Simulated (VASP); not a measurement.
Data:

```
CELL_PARAMETERS angstrom
      0.00000     2.31098     2.31098
      2.31098     0.00000     2.31098
      2.31098     2.31098     0.00000
ATOMIC_POSITIONS crystal
  Hf 0.00000 0.00000 0.00000
  N  0.50000 0.50000 0.50000
```

Level of theory: vdW-DF2, VASP's PBE PAW potentials (set 64) (plane waves; VASP 6.6.1). Run with 520 eV cut-off, Gaussian smearing of 0.050 eV, potentials Hf_pv N.

Unless said otherwise, spin-orbit coupling is left out, though it shifts the bands of the heavy elements here.

**Question.** Predict the band gap (along the path) with the smallest direct gap where there is one.

**Answer.** 
The band gap (along the path) is none (metal, semimetal or under 0.01 eV).

The absolute energy has meaning only against runs of the same code, potentials and settings.

The compound is HfN in the rock salt structure. It was relaxed first, which changed the volume by +7 %. The electron count is odd and the run is not spin-polarised, which forces a metal.
